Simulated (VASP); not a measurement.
Input:

```
HfZrC2
1.0
    4.63728     0.00000     0.00000
    0.00000     4.63728     0.00000
    0.00000     0.00000     4.63792
Zr C Hf
2 4 2
Direct
  0.00000   0.00000   0.00000
  0.50000   0.50000   0.00000
  0.50000   0.50000   0.50000
  0.00000   0.00000   0.50000
  0.00000   0.50000   0.00000
  0.50000   0.00000   0.00000
  0.50000   0.00000   0.50000
  0.00000   0.50000   0.50000
```

Calculation: PBEsol GGA, VASP's PBE PAW potentials (set 64) (plane waves; VASP). Numerical set-up: 520 eV cut-off, 8×8×8 Γ-centred mesh, tetrahedra with Blöchl corrections, potentials Zr_sv C Hf_pv.

Unless said otherwise, spin-orbit coupling is left out, though it shifts the bands of the heavy elements here.

Problem. Tabulate the total density of states (states/eV per cell) against energy (eV; zero at the valence-band maximum or, without a gap, the Fermi level).

Solution. 
(E (eV), DOS (states/eV)): (-9.94, 4.18); (-9.73, 4.90); (-9.51, 6.17); (-9.29, 5.69); (-9.08, 4.38); (-8.75, 1.55); (-8.54, 0.72); (-8.32, 0.07); (-8.11, 0.00); (-7.89, 0.00); (-7.67, 0.00); (-7.46, 0.00); (-7.24, 0.00); (-7.02, 0.00); (-6.81, 0.00); (-6.48, 0.00); (-6.27, 0.00); (-6.05, 0.07); (-5.83, 0.29); (-5.62, 0.43); (-5.40, 0.67); (-5.18, 1.16); (-4.97, 1.63); (-4.75, 2.44); (-4.54, 2.76); (-4.21, 3.65); (-4.00, 3.73); (-3.78, 3.91); (-3.56, 3.34); (-3.35, 2.79); (-3.13, 2.49); (-2.91, 5.72); (-2.70, 13.4); (-2.48, 14.8); (-2.26, 12.5); (-1.94, 6.72); (-1.72, 5.15); (-1.51, 4.10); (-1.29, 2.97); (-1.07, 2.50); (-0.86, 2.48); (-0.64, 2.03); (-0.42, 1.23); (-0.21, 0.77); (0.01, 0.51); (0.33, 1.86); (0.55, 1.32); (0.76, 1.44); (0.98, 1.70); (1.20, 2.32); (1.41, 2.21); (1.63, 2.12); (1.85, 2.18); (2.06, 2.49); (2.28, 2.69); (2.60, 3.31); (2.82, 3.22); (3.04, 3.34); (3.25, 3.47); (3.47, 5.10)
Within 2 eV below the Fermi level the largest weight inside VASP's projection spheres is C p, then Zr d.

The structure was generated: Hf2Zr2C4 was put into an ordered model structure (P4/mmm), which need not be its known phase. It was relaxed first.
